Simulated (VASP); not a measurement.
```xyz
2
Lattice="0.0000 3.1237 3.1237 3.1237 0.0000 3.1237 3.1237 3.1237 0.0000" Properties=species:S:1:pos:R:3 pbc="T T T"
Ho     0.0000     0.0000     0.0000
Bi     3.1237     3.1237     3.1237
```

Calculation: r2SCAN+rVV10, VASP's PBE PAW potentials (set 64) (plane waves; VASP 6.6.1). Settings: 400 eV cut-off, 11×11×11 Γ-centred mesh, tetrahedra with Blöchl corrections, potentials Ho_3 Bi_d.

The 4f electrons are frozen in the core of the lanthanide potential, so 4f levels, which can set the real gap, and their magnetism are missing.

Give the energies of bands 10 to 15 at the high-symmetry points, in eV from the Fermi level.

```csv
band,Γ,X,U,L,W
10,0.66,-3.37,-3.13,-4.83,-2.80
11,0.66,-1.04,-3.11,-2.13,-2.80
12,0.66,-1.04,-1.66,-2.13,-2.73
13,1.18,-0.39,1.03,2.94,2.43
14,1.18,2.58,3.25,2.94,2.43
15,1.18,2.73,3.54,3.09,2.75
```

It has no gap at this level: it comes out as a metal or semimetal.

The structure comes from a measured HoBi entry (Fm-3m) of the Crystallography Open Database, whose conditions weren't checked. It was relaxed first.
